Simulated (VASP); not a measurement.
# A VASP study of Iridium (PBEsol): structure first, properties next, part 4 of 4

What structure does Iridium take at this level, and what are its properties? Left out of this account: 1 further run (phonons: it ended without a result to show). The start is a cell from a database of measured crystal structures.

VASP 6.6.1, plane waves and PAW; the level of theory is named at each step.

Still holding for the runs below: This run has no spin polarisation. Its electron count is odd, so without a moment it is a metal by construction. The k-mesh is coarse for a metal.

So far. Step 12 (Volume scan with PBEsol, volume scale 1.06): The pressure falls from -13.85 to -19.58 GPa. The parabola predicted -19.36 GPa, +0.22 GPa off. Step 14 (Fit for PBEsol): The fitted volume lies -0.00 % from the relaxed one. The relaxed cell has a = 3.834 Å (conventional setting).

### 15. Bands along the symmetry lines (PBEsol + SOC)

This step: PBEsol, spin-orbit coupling; plane waves and PAW (Ir) (VASP 6.6.1).

Levels along the symmetry lines show where the bands peak and cross; KPOINTS_OPT computes them in the converged potential. Spin-orbit coupling needs spinors and the noncollinear program, where each band holds one electron.

INCAR reads:

```
SYSTEM = Ir
PREC = Accurate
ENCUT = 400
EDIFF = 1E-06
NELM = 100
ISMEAR = 1
SIGMA = 0.2
LREAL = .FALSE.
ALGO = Normal
GGA = PS
LNONCOLLINEAR = .TRUE.
MAGMOM = 0 0 0
NBANDS = 20
GGA_COMPAT = .FALSE.
LASPH = .TRUE.
LSORBIT = .TRUE.
LMAXMIX = 4
LORBIT = 11
LWAVE = .FALSE.
LCHARG = .FALSE.
KPAR = 2
```

POSCAR reads:

```
Ir
1.0
    0.0000000000      1.9168749813      1.9168749813
    1.9168749813      0.0000000000      1.9168749813
    1.9168749813      1.9168749813      0.0000000000
Ir
1
Direct
    0.0000000000      0.0000000000      0.0000000000
```

KPOINTS reads:

```
Automatic mesh
0
Gamma
8 8 8
0 0 0
```

KPOINTS_OPT reads:

```
Line mode
16
Line-mode
Reciprocal
  0.00000000   0.00000000   0.00000000 GAMMA
  0.50000000   0.00000000   0.50000000 X

  0.50000000   0.00000000   0.50000000 X
  0.50000000   0.25000000   0.75000000 W

  0.50000000   0.25000000   0.75000000 W
  0.37500000   0.37500000   0.75000000 K

  0.37500000   0.37500000   0.75000000 K
  0.00000000   0.00000000   0.00000000 GAMMA

  0.00000000   0.00000000   0.00000000 GAMMA
  0.50000000   0.50000000   0.50000000 L

  0.50000000   0.50000000   0.50000000 L
  0.62500000   0.25000000   0.62500000 U

  0.62500000   0.25000000   0.62500000 U
  0.50000000   0.25000000   0.75000000 W

  0.50000000   0.25000000   0.75000000 W
  0.50000000   0.50000000   0.50000000 L

  0.50000000   0.50000000   0.50000000 L
  0.37500000   0.37500000   0.75000000 K

  0.62500000   0.25000000   0.62500000 U
  0.50000000   0.00000000   0.50000000 X
```

The projector-augmented-wave data sets are Ir (PBE family, release 64).

On the command line:

```
mpirun -np 2 vasp_ncl
```

The log of the run:

```text
[... set-up lines as in an earlier step ...]
 entering main loop
       N       E                     dE             d eps       ncg     rms          rms(c)
DAV:   1     0.608012932110E+02    0.60801E+02   -0.34353E+03  1200   0.718E+02
DAV:   2    -0.912040419805E+01   -0.69922E+02   -0.62171E+02  1208   0.233E+02
DAV:   3    -0.107270182519E+02   -0.16066E+01   -0.15877E+01  1440   0.408E+01
DAV:   4    -0.107478203010E+02   -0.20802E-01   -0.20792E-01  1308   0.406E+00
DAV:   5    -0.107484034483E+02   -0.58315E-03   -0.58313E-03  1372   0.698E-01    0.181E+01
DAV:   6    -0.102371735386E+02    0.51123E+00   -0.45644E-01  1372   0.113E+01    0.845E+00
DAV:   7    -0.101398138211E+02    0.97360E-01   -0.13771E-01  1516   0.562E+00    0.372E+00
DAV:   8    -0.101356463624E+02    0.41675E-02   -0.35084E-03  1264   0.593E-01    0.143E+00
DAV:   9    -0.101323676641E+02    0.32787E-02   -0.42966E-03  1296   0.988E-01    0.433E-01
DAV:  10    -0.101321643729E+02    0.20329E-03   -0.14168E-04  1300   0.180E-01    0.270E-02
DAV:  11    -0.101321653741E+02   -0.10012E-05   -0.10983E-06  1392   0.906E-03    0.157E-02
DAV:  12    -0.101321666795E+02   -0.13054E-05   -0.80204E-07  1192   0.976E-03    0.137E-03
DAV:  13    -0.101321666727E+02    0.67801E-08   -0.32718E-08   652   0.170E-03
   1 F= -.10132167E+02 E0= -.10129508E+02  d E =-.797673E-02  mag=     0.0000    -0.0000    -0.0000
 Start KPOINTS_OPT (optional k-point list driver)
k-point batch [1-29\160]
       N       E                     dE             ncg
DAV:   1     0.380234046587E+04   -0.45555E+04     1176
DAV:   2     0.172974055738E+04   -0.20726E+04     1208
DAV:   3     0.168380487059E+04   -0.45936E+02     1380
DAV:   4     0.168313744602E+04   -0.66742E+00     1408
DAV:   5     0.168311808857E+04   -0.19357E-01     1416
DAV:   6     0.168311738328E+04   -0.70530E-03     1428
DAV:   7     0.168311735754E+04   -0.25741E-04     1380
DAV:   8     0.168311735653E+04   -0.10071E-05     1080
DAV:   9     0.168311735643E+04   -0.10235E-06      792
[...]
k-point batch [146-160\160]
       N       E                     dE             ncg
DAV:   1     0.735944637732E+04   -0.41503E+04      624
DAV:   2     0.637016789748E+04   -0.98928E+03      616
DAV:   3     0.634668800694E+04   -0.23480E+02      692
DAV:   4     0.634634692077E+04   -0.34109E+00      664
DAV:   5     0.634633626240E+04   -0.10658E-01      700
DAV:   6     0.634633586390E+04   -0.39850E-03      748
DAV:   7     0.634633585137E+04   -0.12535E-04      652
DAV:   8     0.634633585087E+04   -0.49578E-06      464
```

Run time: 13 s. Hardware: 2 MPI ranks of Intel Xeon 6975P-C (Granite Rapids), shared host; peak memory 0.28 GiB.

Parts of OUTCAR (step 15):

```text
   k-points           NKPTS =     29   k-points in BZ     NKDIM =     29   number of bands    NBANDS=     20

   NELECT =       9.0000    total number of electrons

 E-fermi :  10.3527

 k-point     1 :       0.0000    0.0000    0.0000
  band No.  band energies     occupation
    ...
      8       6.8613      1.00000
      9       9.2714      1.00000
     10       9.2714      1.00000
     11       9.2714      1.00000
     12       9.2714      1.00000
     13      24.6160      0.00000
     14      24.6160      0.00000
     15      29.7992      0.00000
     16      29.7992      0.00000
     17      30.4038      0.00000
    ...

  Total        0.2267466      0.2267466      0.2267466      0.0000000     -0.0000000      0.0000000
  in kB       25.7893226     25.7893226     25.7893226      0.0000000     -0.0000000      0.0000000
  external PRESSURE =      25.7893226 kB  Pullay stress =       0.0000000 kB

  FREE ENERGIE OF THE ION-ELECTRON SYSTEM (eV)
  ---------------------------------------------------
  free  energy   TOTEN  =       -10.1321666727 eV

  energy  without entropy=      -10.1241899420  energy(sigma->0) =      -10.12950776

 Spin-Orbit-Coupling matrix elements
 Ion:    1  E_soc:     -0.7821554

 magnetization (x)
# of ion       s       p       d       tot
------------------------------------------
    1       -0.000   0.000   0.000  -0.000

 magnetization (y)
# of ion       s       p       d       tot
------------------------------------------
    1       -0.000   0.000   0.000  -0.000

 magnetization (z)
# of ion       s       p       d       tot
------------------------------------------
    1       -0.000   0.000   0.000   0.000

[... 7 parts as in an earlier step ...]

[... 10 further parts left out ...]
```

At this level the cell is under a pressure of 2.6 GPa, so at these settings it is away from equilibrium.

Numbers from this step:

- SCF cycles: 13
- bands: 20
- irreducible k-points: 29
- free energy (TOTEN): -10.13 eV
- energy at zero smearing: -10.13 eV
- Fermi energy: 10.35 eV
- pressure: 2.579 GPa

On-site spin-orbit energy by atom:

```
atom  on-site spin-orbit energy (eV)
 Ir1                          -0.782
```

Electronic bands along the path, in eV, zero at the Fermi level; # counts the bands kept:

```
          point     #5     #6     #7     #8     #9    #10    #11    #12
              Γ  -4.32  -4.32  -3.49  -3.49  -1.08  -1.08  -1.08  -1.08
0.47 of the way  -3.44  -3.44  -2.07  -2.07  -1.94  -1.94  -0.23  -0.23
              X   0.71   0.71   1.12   1.12   1.41   1.41   2.01   2.01
0.47 of the way  -2.00  -2.00  -0.16  -0.16   1.53   1.53   5.08   5.08
              W  -5.00  -5.00  -1.77  -1.77   1.49   1.49   8.15   8.15
0.47 of the way  -3.88  -3.88  -1.35  -1.35   1.15   1.15   7.00   7.00
              K  -3.08  -3.08  -0.91  -0.91   0.67   0.67   6.22   6.22
0.47 of the way  -4.18  -4.18  -2.51  -2.51  -2.04  -2.04   1.32   1.32
              Γ  -4.32  -4.32  -3.49  -3.49  -1.08  -1.08  -1.08  -1.08
0.53 of the way  -4.08  -4.08  -3.06  -3.06  -1.10  -1.10  -0.53  -0.53
              L  -3.65  -3.65  -0.96  -0.96   0.62   0.62   1.21   1.21
0.53 of the way  -3.60  -3.60  -2.71  -2.71   0.64   0.64   4.59   4.59
              U  -3.08  -3.08  -0.91  -0.91   0.67   0.67   6.22   6.22
0.47 of the way  -3.72  -3.72  -1.27  -1.27   1.07   1.07   6.84   6.84
              W  -5.00  -5.00  -1.77  -1.77   1.49   1.49   8.15   8.15
0.47 of the way  -3.97  -3.97  -2.38  -2.38   0.56   0.56   5.46   5.46
              L  -3.65  -3.65  -0.96  -0.96   0.62   0.62   1.21   1.21
0.47 of the way  -3.42  -3.42  -2.85  -2.85   0.68   0.68   4.07   4.07
              K  -3.08  -3.08  -0.91  -0.91   0.67   0.67   6.22   6.22
      jump to U  -3.08  -3.08  -0.91  -0.91   0.67   0.67   6.22   6.22
0.47 of the way  -1.28  -1.28   0.18   0.18   1.32   1.32   4.54   4.54
              X   0.71   0.71   1.12   1.12   1.41   1.41   2.01   2.01
```

There is no gap at this level.

### 16. Results

| Property | Result |
| --- | --- |
| relaxed volume | 14.09 Å³/atom |
| relaxed conventional cell a, b, c | 3.834, 3.834, 3.834 Å |
| space group after relaxing, within 0.02 Å | Fm-3m (No. 225) |
| band gap | none, a metal |
| DOS at the Fermi level | 0.880 states/eV/cell |
| bulk modulus from the fit | 390 GPa |
| volume from the fit | 14.1 Å³/atom |
| band gap (PBEsol + SOC) | none, a metal |

What this shows: With PBEsol, Iridium relaxes to 14.09 Å³/atom in space group Fm-3m (held by the symmetry of the run), comes out as a metal and has a bulk modulus of 390 GPa. Against the listed cell the volume lies -0.4 %. Bands along the symmetry lines (PBEsol): Of the bands kept, 4 cross the Fermi level on this path. Bands along the symmetry lines (PBEsol + SOC): Of the bands kept, 8 cross the Fermi level on this path (spinor bands, one electron each). The k-sampling is coarse for a metal, so the Fermi level, pressures and the shape of the cell carry errors. No search among competing phases was made. All values are for a static lattice at zero temperature.

[Lines on the potential files, build, host, timing and source positions are cut from VASP's logs without a mark.]

[Logs are printed without paths, hosts, clocks, repeated set-up lines and the standing remarks that a program may print on its own settings, such as how far it seeks lower states.]

[Hosts, paths, dates, database ids (printed as entryN), source tags and the programs' standing remarks are cut or masked in the printed files.]

[A measured line is paired with the nearest computed mode of its activity, which favours agreement.]
